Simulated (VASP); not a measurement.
VASP ran on this input.

### INCAR
```
! general
SYSTEM   =  SrCl2
PREC     =  Accurate
ENCUT    =  250
LREAL    =  F
LASPH    =  T

! electronic loop
EDIFF    =  1E-6
NELM     =  100
ALGO     =  Normal
LMAXMIX  =  4

! smearing
ISMEAR   =  0
SIGMA    =  0.05

! functional
GGA      =  PE

! ions
ISIF     =  2

! output
LWAVE    =  F
LCHARG   =  F
```

### KPOINTS
```
Automatic
0
Gamma
  5 5 5
```

File POSCAR:
```
SrCl2
1
    0.0000000000     3.4474220000     3.5011510000
    3.4734590000     0.0000000000     3.5011510000
    3.4734590000     3.4474220000     0.0000000000
Sr Cl
1 2
Direct
  0.0000000000   0.0000000000   0.0000000000
  0.2500000000   0.2500000000   0.2500000000
  0.7416400000   0.7583600000   0.7583600000
```

POTCAR, in this order: Sr_sv Cl (PBE.64 set). Program: vasp_std.

Q: Write an equivalent input for Quantum ESPRESSO's pw.x.

A: One equivalent input (not run):
```
&CONTROL
  calculation = 'scf'
  pseudo_dir = './pseudo'
  outdir = './out'
  tprnfor = .true.
  tstress = .true.
/
&SYSTEM
  ibrav = 0
  nat = 3
  ntyp = 2
  ecutwfc = 68
  occupations = 'smearing'
  smearing = 'gaussian'
  degauss = 0.003675
  input_dft = 'pbe'
/
&ELECTRONS
  conv_thr = 7.3e-08
  electron_maxstep = 100
/
ATOMIC_SPECIES
  Sr 87.620 Sr.upf
  Cl 35.450 Cl.upf
CELL_PARAMETERS angstrom
     0.0000000    3.4474220    3.5011510
     3.4734590    0.0000000    3.5011510
     3.4734590    3.4474220    0.0000000
ATOMIC_POSITIONS crystal
  Sr   0.0000000  0.0000000  0.0000000
  Cl   0.2500000  0.2500000  0.2500000
  Cl   0.7416400  0.7583600  0.7583600
K_POINTS automatic
  5 5 5 0 0 0
```
What does not carry over: the potentials are each code's own (VASP's PAW set, PseudoDojo norm-conserving files in pw.x), so ENCUT and ecutwfc are chosen apart and not converted; conv_thr bounds pw.x's estimated SCF error, while EDIFF bounds the energy change between steps.

The compound is SrCl2 in the fluorite structure. The cell was not relaxed at this level, atoms are displaced from their ideal sites. The run is one of a series of settings (ENCUT = 250 against the base run), some of them coarse on purpose.
